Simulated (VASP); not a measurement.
A run of VASP 6.6.1 is set up as follows.

The input INCAR:

```
PREC = Accurate
ENCUT = 600
EDIFF = 1E-7
ISMEAR = 0
SIGMA = 0.03
LREAL = F
LASPH = T
NELM = 80
ALGO = Normal
ISIF = 3
LWAVE = F
LCHARG = F
GGA = PE
IVDW = 12
IBRION = 2
NSW = 90
EDIFFG = -0.005
```

The input KPOINTS:

```
regular mesh
0
Gamma
  10 10 10
```

POSCAR

```
Sn                                      
1.0
    0.0000000000      3.2849782593      3.2849782593
    3.2849782593     -0.0000000000      3.2849782593
    3.2849782593      3.2849782593      0.0000000000
  Sn            
     2
Direct
     0.0000000000000000    0.0000000000000000    0.0000000000000000
     0.2500000000000000    0.2500000000000000    0.2500000000000000
```

Potentials or basis: VASP PAW PBE potentials, release 64 (Sn_d).

The run is started by

```sh
$ cat potpaw_PBE.64/Sn_d/POTCAR > POTCAR
$ mpirun -np 1 vasp_std > vasp.out
```

Problem. Predict the band gap on the k mesh.

Solution. None (metal or under the smearing width).

Problem. Estimate the dispersion energy per atom.

Solution. -0.295 eV.

Final structure:
```yaml
crystal:
  lattice:
    - [0.00000, 3.28498, 3.28498]
    - [3.28498, 0.00000, 3.28498]
    - [3.28498, 3.28498, 0.00000]
  atoms:
    - { symbol: Sn, position: [0.00000, 0.00000, 0.00000] }
    - { symbol: Sn, position: [0.25000, 0.25000, 0.25000] }
```

Caveat: the relaxation stopped at its first step, so nothing moved.
